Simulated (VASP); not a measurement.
# TlGaSe2: phonons from a supercell, part 2 of 4

How does the lattice of TlGaSe2 vibrate? The start is a cell from a database of measured crystal structures.

VASP 6.6.1; PBEsol; plane waves and PAW (Tl, Se, Ga).

So far. Step 2 (Relax the host): The run ended after 9 ionic steps, 0.123 eV below its first step, once forces and stress met EDIFFG = -0.02. The relaxed cell has a = 7.936, c = 6.396 Å (conventional setting).

## (3) Tight relaxation

Force constants are second derivatives, so residual forces and stress must first be far smaller than in an ordinary relaxation. Mesh differs from the relaxation before, which can move the cell too.

The input, INCAR:

```
SYSTEM = TlGaSe2
PREC = Accurate
ENCUT = 350
EDIFF = 1E-08
NELM = 120
ISMEAR = 0
SIGMA = 0.05
LREAL = .FALSE.
ALGO = Fast
GGA = PS
NBANDS = 26
LORBIT = 11
LWAVE = .FALSE.
LCHARG = .FALSE.
KPAR = 4
IBRION = 1
NSW = 30
ISIF = 3
EDIFFG = -0.002
POTIM = 0.4
```

The input, POSCAR:

```
TlGaSe2
1.0
   -3.9680040287      3.9680040287      3.1977641411
    3.9680040287     -3.9680040287      3.1977641411
    3.9680040287      3.9680040287     -3.1977641411
Tl Se Ga
2 4 2
Direct
    0.2500000000      0.2500000000      0.0000000000
    0.7500000000      0.7500000000      0.0000000000
    0.3348373931      0.1651626069      0.5000000000
    0.8348373931      0.3348373931      0.1696747863
    0.6651626069      0.8348373931      0.5000000000
    0.1651626069      0.6651626069      0.8303252137
    0.7500000000      0.2500000000      0.5000000000
    0.2500000000      0.7500000000      0.5000000000
```

The input, KPOINTS:

```
Automatic mesh
0
Gamma
6 6 6
0 0 0
```

Potentials, in the order of the species: Tl, Se and Ga (PBE family, release 64).

Command:

```
$ mpirun -np 4 vasp_std
```

Output:

```text
[banner, memory and clock lines left out]
running    4 mpi-ranks, on    1 nodes
 distrk:  each k-point on    1 cores,    4 groups
 distr:  one band on    1 cores,    1 groups

 POSCAR found type information on POSCAR TlSeGa
 POSCAR found :  3 types and       8 ions
 [... a notice as in an earlier step ...]

 LDA part: xc-table for (Slater+PW92), standard interpolation
 POSCAR, INCAR and KPOINTS ok, starting setup
 FFT: planning ... GRIDC
 FFT: planning ... GRID_SOFT
 FFT: planning ... GRID
 WAVECAR not read
 entering main loop
       N       E                     dE             d eps       ncg     rms          rms(c)
DAV:   1     0.194064519500E+03    0.19406E+03   -0.96830E+03  1560   0.812E+02
DAV:   2    -0.114754674514E+02   -0.20554E+03   -0.19990E+03  2074   0.168E+02
DAV:   3    -0.318899543582E+02   -0.20414E+02   -0.20229E+02  1920   0.630E+01
DAV:   4    -0.325546556603E+02   -0.66470E+00   -0.66196E+00  2002   0.124E+01
DAV:   5    -0.325794705716E+02   -0.24815E-01   -0.24794E-01  2062   0.231E+00    0.749E+00
RMM:   6    -0.318747526961E+02    0.70472E+00   -0.81340E-01  1560   0.310E+00    0.436E+00
RMM:   7    -0.317753017465E+02    0.99451E-01   -0.10841E+00  1562   0.331E+00    0.120E+00
RMM:   8    -0.317700686311E+02    0.52331E-02   -0.20670E-01  1560   0.180E+00    0.462E-01
RMM:   9    -0.317556423491E+02    0.14426E-01   -0.36222E-02  1588   0.790E-01    0.113E-01
RMM:  10    -0.317575917192E+02   -0.19494E-02   -0.18120E-02  1820   0.416E-01    0.138E-01
RMM:  11    -0.317567341930E+02    0.85753E-03   -0.32501E-03  1572   0.224E-01    0.219E-02
RMM:  12    -0.317567922153E+02   -0.58022E-04   -0.54313E-04  1854   0.107E-01    0.214E-02
RMM:  13    -0.317568018495E+02   -0.96343E-05   -0.10308E-04  1719   0.338E-02    0.177E-02
RMM:  14    -0.317568032062E+02   -0.13567E-05   -0.14189E-05  1920   0.120E-02    0.182E-02
RMM:  15    -0.317568041443E+02   -0.93801E-06   -0.21891E-06  1651   0.410E-03    0.168E-02
RMM:  16    -0.317568105454E+02   -0.64011E-05   -0.75664E-06  1561   0.807E-03    0.179E-02
RMM:  17    -0.317568372097E+02   -0.26664E-04   -0.45972E-05  1736   0.198E-02    0.298E-02
RMM:  18    -0.317568410599E+02   -0.38502E-05   -0.57743E-06  1954   0.860E-03    0.329E-02
RMM:  19    -0.317568398269E+02    0.12330E-05   -0.29387E-07  1641   0.213E-03    0.326E-02
RMM:  20    -0.317568275301E+02    0.12297E-04   -0.36271E-06  1581   0.584E-03    0.293E-02
RMM:  21    -0.317568109445E+02    0.16586E-04   -0.20023E-05  1940   0.126E-02    0.202E-02
RMM:  22    -0.317568057558E+02    0.51887E-05   -0.51480E-06  1795   0.703E-03    0.147E-02
RMM:  23    -0.317568028689E+02    0.28869E-05   -0.44600E-06  1686   0.646E-03    0.965E-03
RMM:  24    -0.317568018760E+02    0.99298E-06   -0.53018E-06  1813   0.688E-03    0.465E-03
RMM:  25    -0.317568019805E+02   -0.10456E-06   -0.10887E-06  1860   0.340E-03    0.282E-03
RMM:  26    -0.317568019030E+02    0.77526E-07   -0.76529E-08  1434   0.111E-03    0.189E-03
RMM:  27    -0.317568018221E+02    0.80948E-07   -0.63924E-08  1425   0.887E-04    0.106E-03
RMM:  28    -0.317568017941E+02    0.27981E-07   -0.10603E-07  1493   0.103E-03    0.492E-04
RMM:  29    -0.317568018020E+02   -0.78956E-08   -0.24011E-08  1094   0.578E-04
   1 F= -.31756802E+02 E0= -.31756801E+02  d E =-.317568E+02
 BRION: g(F)=  0.705E-06 g(S)=  0.712E-04
 bond charge predicted
       N       E                     dE             d eps       ncg     rms          rms(c)
DAV:   1    -0.317569360409E+02   -0.13425E-03   -0.20427E-03  1936   0.191E-01    0.511E-02
RMM:   2    -0.317568488994E+02    0.87142E-04   -0.13119E-04  1560   0.492E-02    0.231E-02
RMM:   3    -0.317568340735E+02    0.14826E-04   -0.15155E-04  1560   0.469E-02    0.662E-03
RMM:   4    -0.317568327801E+02    0.12935E-05   -0.10422E-05  1563   0.188E-02    0.354E-03
RMM:   5    -0.317568324722E+02    0.30783E-06   -0.39931E-06  1584   0.104E-02    0.256E-03
RMM:   6    -0.317568328640E+02   -0.39180E-06   -0.28003E-06  1889   0.613E-03    0.412E-03
RMM:   7    -0.317568328716E+02   -0.75613E-08   -0.22287E-07  1698   0.181E-03    0.409E-03
RMM:   8    -0.317568328756E+02   -0.40416E-08   -0.21257E-08  1093   0.593E-04
   2 F= -.31756833E+02 E0= -.31756832E+02  d E =-.310737E-04
[...]
3 F= -.31756839E+02 E0= -.31756838E+02  d E =-.650578E-05
[...]
4 F= -.31756842E+02 E0= -.31756841E+02  d E =-.261145E-05
 BRION: g(F)=  0.175E-05 g(S)=  0.228E-05 retain N=  1 mean eig= 2.32
 eig:   2.321
 bond charge predicted
       N       E                     dE             d eps       ncg     rms          rms(c)
DAV:   1    -0.317568605987E+02   -0.18613E-04   -0.11535E-03  1618   0.145E-01    0.193E-02
RMM:   2    -0.317568520099E+02    0.85888E-05   -0.55055E-05  1561   0.367E-02    0.820E-03
RMM:   3    -0.317568498129E+02    0.21970E-05   -0.23550E-05  1570   0.225E-02    0.356E-03
RMM:   4    -0.317568498159E+02   -0.30004E-08   -0.43184E-06  1732   0.107E-02    0.271E-03
RMM:   5    -0.317568497808E+02    0.35185E-07   -0.71126E-07  1661   0.403E-03    0.172E-03
RMM:   6    -0.317568498054E+02   -0.24642E-07   -0.13678E-07  1481   0.161E-03    0.539E-04
RMM:   7    -0.317568498277E+02   -0.22323E-07   -0.22769E-08  1140   0.665E-04    0.793E-05
RMM:   8    -0.317568498303E+02   -0.25580E-08   -0.44987E-09  1006   0.322E-04
   5 F= -.31756850E+02 E0= -.31756849E+02  d E =-.783741E-05
 BRION: g(F)=  0.298E-06 g(S)=  0.302E-06 retain N=  1 mean eig= 3.78
 eig:   3.776
 reached required accuracy - stopping structural energy minimisation
```

Elapsed: 6.5 min, on 4 MPI ranks of AMD EPYC 7R43, shared host; peak memory 1.2 GiB; 26 min of CPU time.

OUTCAR, selected parts (step 3):

```text
  LATTYP: Found a body centered tetragonal cell.
 ALAT       =     7.9360080574
 C/A-ratio  =     0.8058873222

 Found     30 irreducible k-points:

   k-points           NKPTS =     30   k-points in BZ     NKDIM =     30   number of bands    NBANDS=     26

   ENCUT  =  350.0 eV  25.72 Ry    5.07 a.u.   9.85  9.85  9.85*2*pi/ulx,y,z

   NELECT =      36.0000    total number of electrons

 E-fermi :   3.0003

 k-point     1 :       0.0000    0.0000    0.0000
  band No.  band energies     occupation
    ...
     14      -0.1541      2.00000
     15       1.6045      2.00000
     16       1.6045      2.00000
     17       1.6146      2.00000
     18       1.7302      2.00000
     19       5.2633      0.00000
     20       5.6588      0.00000
     21       6.1367      0.00000
     22       6.2412      0.00000
     23       6.2412      0.00000
    ...

 k-point     2 :       0.1667   -0.0000    0.0000
  band No.  band energies     occupation
    ...
     14       0.9512      2.00000
     15       1.2853      2.00000
     16       1.4412      2.00000
     17       1.5415      2.00000
     18       1.8970      2.00000
     19       5.3644      0.00000
     20       5.4003      0.00000
     21       5.6193      0.00000
     22       6.2326      0.00000
     23       6.4912      0.00000
    ...

  Total        0.0053654      0.0053654      0.0022413      0.0000000      0.0000000      0.0000000
  in kB        0.0426279      0.0426279      0.0178073      0.0000000      0.0000000      0.0000000
  external PRESSURE =       0.0343544 kB  Pullay stress =       0.0000000 kB

  energy-cutoff  :      350.00
  volume of cell :      201.66
      direct lattice vectors                 reciprocal lattice vectors
    -3.970300316  3.970300316  3.198268400     0.000000000  0.125935058  0.156334597
     3.970300316 -3.970300316  3.198268400     0.125935058  0.000000000  0.156334597
     3.970300316  3.970300316 -3.198268400     0.125935058  0.125935058  0.000000000

 POSITION                                       TOTAL-FORCE (eV/Angst)
 -----------------------------------------------------------------------------------
     -0.00000     -0.00000      1.59913        -0.000000     -0.000000     -0.000000
     -0.00000     -0.00000      4.79740        -0.000000     -0.000000     -0.000000
      1.31101      2.65929      0.00000        -0.000982      0.000982     -0.000000
     -1.31101      2.65929      3.19827         0.000982      0.000982      0.000000
      2.65929      1.31101      3.19827         0.000982     -0.000982     -0.000000
      5.28131      1.31101      0.00000        -0.000982     -0.000982     -0.000000
      0.00000      3.97030      1.59913        -0.000000     -0.000000     -0.000000
      3.97030      0.00000      1.59913         0.000000     -0.000000     -0.000000
 -----------------------------------------------------------------------------------
    total drift:                               -0.000000     -0.000000     -0.000000

  FREE ENERGIE OF THE ION-ELECTRON SYSTEM (eV)
  ---------------------------------------------------
  free  energy   TOTEN  =       -31.7568498303 eV

  energy  without entropy=      -31.7568479248  energy(sigma->0) =      -31.75684888

 total charge
# of ion       s       p       d       tot
------------------------------------------
    1        1.732   0.370   0.085   2.187
    2        1.732   0.370   0.085   2.187
    3        1.470   2.334   0.024   3.829
    4        1.470   2.334   0.024   3.829
    5        1.470   2.334   0.024   3.829
    6        1.470   2.334   0.024   3.829
    7        1.061   1.094   0.178   2.333
    8        1.061   1.094   0.178   2.333
--------------------------------------------------
tot         11.468  12.265   0.623  24.356

[... 4 parts as in an earlier step ...]

[... 7 further parts left out ...]
```

Little changed from the start: no atom moved by 0.005 Å and no cell edge by 0.1 %.

Numbers from this step:

- electronic cycles: 58
- Fermi energy: 3.000 eV
- pressure: 0.003435 GPa
- gap on the k-mesh: 0.2218 eV
- least direct gap on the k-mesh: 0.2218 eV

The run ended after 5 ionic steps, 0.000 eV below its first step, once forces and stress met EDIFFG = -0.002.

## (4) Born charges and dielectric tensor

In a polar insulator long-range dipole fields split longitudinal from transverse optical modes; these two tensors supply that term.

The input, INCAR:

```
SYSTEM = TlGaSe2
PREC = Accurate
ENCUT = 350
EDIFF = 1E-08
NELM = 120
ISMEAR = 0
SIGMA = 0.05
LREAL = .FALSE.
ALGO = Normal
GGA = PS
NBANDS = 26
LWAVE = .FALSE.
LCHARG = .FALSE.
KPAR = 4
LEPSILON = .TRUE.
```

The input, POSCAR:

```
TlGaSe2
1.0
   -3.9703003161      3.9703003161      3.1982683998
    3.9703003161     -3.9703003161      3.1982683998
    3.9703003161      3.9703003161     -3.1982683998
Tl Se Ga
2 4 2
Direct
    0.2500000000      0.2500000000      0.0000000000
    0.7500000000      0.7500000000      0.0000000000
    0.3348982561      0.1651017439      0.5000000000
    0.8348982561      0.3348982561      0.1697965123
    0.6651017439      0.8348982561      0.5000000000
    0.1651017439      0.6651017439      0.8302034877
    0.7500000000      0.2500000000      0.5000000000
    0.2500000000      0.7500000000      0.5000000000
```

KPOINTS is that of step 3.

Command:

```
$ mpirun -np 4 vasp_std
```

Output:

```text
[... set-up lines as in an earlier step ...]
 entering main loop
       N       E                     dE             d eps       ncg     rms          rms(c)
DAV:   1     0.194946628687E+03    0.19495E+03   -0.95992E+03  1560   0.811E+02
DAV:   2    -0.117636037233E+02   -0.20671E+03   -0.20054E+03  2130   0.168E+02
DAV:   3    -0.318902256307E+02   -0.20127E+02   -0.19957E+02  1864   0.627E+01
DAV:   4    -0.325555670725E+02   -0.66534E+00   -0.66198E+00  2084   0.124E+01
[...]
DAV:  15    -0.317568885592E+02   -0.47627E-07   -0.48164E-08  2004   0.109E-03    0.295E-04
DAV:  16    -0.317568885736E+02   -0.14390E-07   -0.11446E-08  1044   0.464E-04    0.150E-04
DAV:  17    -0.317568885703E+02    0.32294E-08   -0.36799E-09   966   0.311E-04
   1 F= -.31756889E+02 E0= -.31756888E+02  d E =-.190591E-05
 Linear response reoptimize wavefunctions to high precision
DAV:   1    -0.317568885692E+02    0.11432E-08   -0.91873E-10  1006   0.166E-04
DAV:   2    -0.317568885693E+02   -0.16303E-09   -0.29655E-10   958   0.893E-05
DAV:   3    -0.317568885693E+02    0.65029E-10   -0.11343E-10   942   0.541E-05
 Linear response G [H, r] |phi>, progress :
  Direction:   1
       N       E                     dE             d eps       ncg     rms
RMM:   1    -0.201294061050E+03   -0.20129E+03   -0.66998E+00  3824   0.976E+01
RMM:   2    -0.159967348681E+03    0.41327E+02   -0.40430E+01  2616   0.276E+01
RMM:   3    -0.160838559481E+03   -0.87121E+00   -0.19965E+00  2795   0.616E+00
RMM:   4    -0.160917754151E+03   -0.79195E-01   -0.14216E-01  2860   0.150E+00
[...]
RMM:  12    -0.160922679041E+03    0.18660E-06   -0.50676E-04  3136   0.548E-03
RMM:  13    -0.160922678545E+03    0.49561E-06   -0.53671E-04  3073   0.545E-03
RMM:  14    -0.160922678069E+03    0.47603E-06   -0.39440E-04  3031   0.544E-03
 Linear response G [H, r] |phi>, progress :
  Direction:   2
       N       E                     dE             d eps       ncg     rms
RMM:   1    -0.204831048117E+03   -0.20483E+03   -0.32831E+01  3864   0.979E+01
RMM:   2    -0.158103597660E+03    0.46727E+02   -0.40824E+01  2654   0.279E+01
RMM:   3    -0.158962000705E+03   -0.85840E+00   -0.19372E+00  2794   0.618E+00
RMM:   4    -0.159033976965E+03   -0.71976E-01   -0.13564E-01  2859   0.149E+00
[...]
RMM:  12    -0.159038374929E+03    0.35229E-05   -0.17952E-04  3128   0.491E-03
RMM:  13    -0.159038378770E+03   -0.38411E-05    0.11561E-04  3091   0.489E-03
RMM:  14    -0.159038377431E+03    0.13391E-05    0.22151E-05  3031   0.488E-03
 Linear response G [H, r] |phi>, progress :
  Direction:   3
       N       E                     dE             d eps       ncg     rms
RMM:   1    -0.207643607456E+03   -0.20764E+03   -0.15206E+02  3656   0.946E+01
RMM:   2    -0.159095571073E+03    0.48548E+02   -0.38017E+01  2659   0.272E+01
[...]
RMM:  12    -0.556473059095E+01    0.22941E-08   -0.14841E-06  2177   0.559E-04
RMM:  13    -0.556473058034E+01    0.10609E-07    0.38272E-06  2168   0.558E-04
 change of polarisation eV/A/(eV/A) component  2 :    -1.916    11.129     1.262
 dielectric tensor                  component  2 :    -1.720    10.987     1.133
 Linear response to external field (no local field effect), progress :
  Direction:   3
       N       E                     dE             d eps       ncg     rms          rms(c)
RMM:   1    -0.574305618271E+01   -0.57431E+01   -0.30440E+01  3040   0.675E+00
RMM:   2    -0.597344691793E+01   -0.23039E+00   -0.23374E-01  2625   0.163E+00
RMM:   3    -0.597992616649E+01   -0.64792E-02   -0.10946E-02  2706   0.313E-01
RMM:   4    -0.598040891396E+01   -0.48275E-03   -0.98881E-04  2802   0.778E-02
[...]
RMM:  11    -0.598045173836E+01    0.10478E-07   -0.44738E-06  2099   0.614E-04
RMM:  12    -0.598045175028E+01   -0.11912E-07   -0.78364E-07  2062   0.610E-04
RMM:  13    -0.598045174615E+01    0.41302E-08    0.13592E-06  2007   0.609E-04
 change of polarisation eV/A/(eV/A) component  3 :     0.551     1.262    11.961
 dielectric tensor                  component  3 :     0.495     1.133    11.733
 Linear response to external field, progress :
  Direction:   1
       N       E                     dE             d eps       ncg     rms          rms(c)
RMM:   1    -0.512498849151E+01   -0.51250E+01   -0.26857E+01  4793   0.637E+00
RMM:   2    -0.553184463321E+01   -0.40686E+00   -0.20377E-01  4028   0.159E+00    0.361E+00
RMM:   3    -0.520387714481E+01    0.32797E+00   -0.54760E-01  4185   0.228E+00    0.177E+00
RMM:   4    -0.528117472159E+01   -0.77298E-01   -0.20229E-01  4289   0.151E+00    0.629E-01
[...]
RMM:  12    -0.540982256533E+01    0.86462E-05    0.11279E-05  4613   0.782E-04    0.574E-05
RMM:  13    -0.540982552257E+01   -0.29572E-05    0.62458E-06  4307   0.534E-04    0.350E-05
RMM:  14    -0.540982465466E+01    0.86791E-06    0.25319E-06  3772   0.498E-04    0.690E-06
 change of polarisation eV/A/(eV/A) component  1 :    10.193    -1.028    -0.083
 dielectric tensor                  component  1 :    10.147    -0.922    -0.075
 Linear response to external field, progress :
  Direction:   2
       N       E                     dE             d eps       ncg     rms          rms(c)
RMM:   1    -0.512499413027E+01   -0.51250E+01   -0.26857E+01  4793   0.637E+00
RMM:   2    -0.553206202925E+01   -0.40707E+00   -0.20344E-01  4029   0.159E+00    0.361E+00
RMM:   3    -0.520401959131E+01    0.32804E+00   -0.54703E-01  4186   0.228E+00    0.177E+00
RMM:   4    -0.528121972491E+01   -0.77200E-01   -0.20213E-01  4290   0.151E+00    0.629E-01
[...]
RMM:  12    -0.540983443714E+01    0.79289E-05    0.15058E-05  4611   0.762E-04    0.556E-05
RMM:  13    -0.540983747949E+01   -0.30423E-05    0.16704E-05  4317   0.514E-04    0.354E-05
RMM:  14    -0.540983663174E+01    0.84775E-06    0.12421E-05  3769   0.476E-04    0.633E-06
 change of polarisation eV/A/(eV/A) component  2 :    -1.029    10.193     0.871
 dielectric tensor                  component  2 :    -0.923    10.147     0.781
 Linear response to external field, progress :
  Direction:   3
       N       E                     dE             d eps       ncg     rms          rms(c)
RMM:   1    -0.574305618271E+01   -0.57431E+01   -0.30440E+01  3040   0.675E+00
RMM:   2    -0.597344690369E+01   -0.23039E+00   -0.23374E-01  2622   0.163E+00    0.346E+00
```

It took 21 min on 4 MPI ranks.

The run was stopped at its time limit, so it gives no result of its own.

(Continued in part 3 of 4.)

[Lines on the potential files, build, host, timing and source positions are cut from VASP's logs without a mark.]

[Logs are printed without paths, hosts, clocks, repeated set-up lines and the standing remarks that a program may print on its own settings, such as how far it seeks lower states.]

[Hosts, paths, dates, database ids (printed as entryN), source tags and the programs' standing remarks are cut or masked in the printed files.]

[Runs that stopped without an error message from VASP are left out.]
